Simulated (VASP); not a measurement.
A convergence study with VASP on NiAl (CsCl type): one setting is varied, all else stays as given below, so the limit is that of these other settings. Each run relaxes cell and ions from the cell shown. The basis is that of the starting cell, so low cut-offs carry a Pulay error.

```xyz
2
Lattice="2.8900 0.0000 0.0000 0.0000 2.8900 0.0000 0.0000 0.0000 2.8900" Properties=species:S:1:pos:R:3 pbc="T T T"
Al     1.4450     1.4450     1.4450
Ni     0.0000     0.0000     0.0000
```

Level of theory: PBE GGA, VASP's PBE PAW potentials (set 64) (plane waves; VASP). The tightest run used: 700 eV cut-off, 10×10×10 Γ-centred mesh, first-order Methfessel-Paxton smearing of 0.10 eV, potentials Al Ni.

### Question
The settings run are ENCUT = 200; ENCUT = 250; ENCUT = 300; ENCUT = 350; ENCUT = 400; ENCUT = 450; ENCUT = 500; ENCUT = 600; ENCUT = 650; ENCUT = 700. From which on does the relaxed volume stay within 0.1 Å³/atom of the tightest run?

### Answer
From ENCUT = 300 on: it is off by 0.003 there and by no more than 0.1 in any finer run, while ENCUT = 250 is off by 0.306.
```json
[
 {"setting": "ENCUT = 200", "relaxed volume (Å³/atom)": "10.611", "E (eV/atom)": "-5.2855", "plane waves": "171", "difference judged (Å³/atom)": "1.484"},
 {"setting": "ENCUT = 250", "relaxed volume (Å³/atom)": "11.789", "E (eV/atom)": "-5.2613", "plane waves": "228", "difference judged (Å³/atom)": "0.306"},
 {"setting": "ENCUT = 300", "relaxed volume (Å³/atom)": "12.093", "E (eV/atom)": "-5.2735", "plane waves": "300", "difference judged (Å³/atom)": "0.003"},
 {"setting": "ENCUT = 350", "relaxed volume (Å³/atom)": "12.081", "E (eV/atom)": "-5.2736", "plane waves": "370", "difference judged (Å³/atom)": "0.014"},
 {"setting": "ENCUT = 400", "relaxed volume (Å³/atom)": "12.078", "E (eV/atom)": "-5.2719", "plane waves": "461", "difference judged (Å³/atom)": "0.017"},
 {"setting": "ENCUT = 450", "relaxed volume (Å³/atom)": "12.089", "E (eV/atom)": "-5.2715", "plane waves": "552", "difference judged (Å³/atom)": "0.006"},
 {"setting": "ENCUT = 500", "relaxed volume (Å³/atom)": "12.096", "E (eV/atom)": "-5.2716", "plane waves": "625", "difference judged (Å³/atom)": "0.001"},
 {"setting": "ENCUT = 600", "relaxed volume (Å³/atom)": "12.093", "E (eV/atom)": "-5.2715", "plane waves": "840", "difference judged (Å³/atom)": "0.002"},
 {"setting": "ENCUT = 650", "relaxed volume (Å³/atom)": "12.094", "E (eV/atom)": "-5.2715", "plane waves": "934", "difference judged (Å³/atom)": "0.002"},
 {"setting": "ENCUT = 700", "relaxed volume (Å³/atom)": "12.096", "E (eV/atom)": "-5.2715", "plane waves": "1064", "difference judged (Å³/atom)": "0.000"}
]
```

Left out are rungs that failed or repeat a setting and relaxations that didn't move; long series are thinned to 24 rows.

The compound is NiAl in the CsCl type structure. The run is not spin-polarised, so no magnetic state was tried. The electron count is odd and the run is not spin-polarised, which forces a metal.
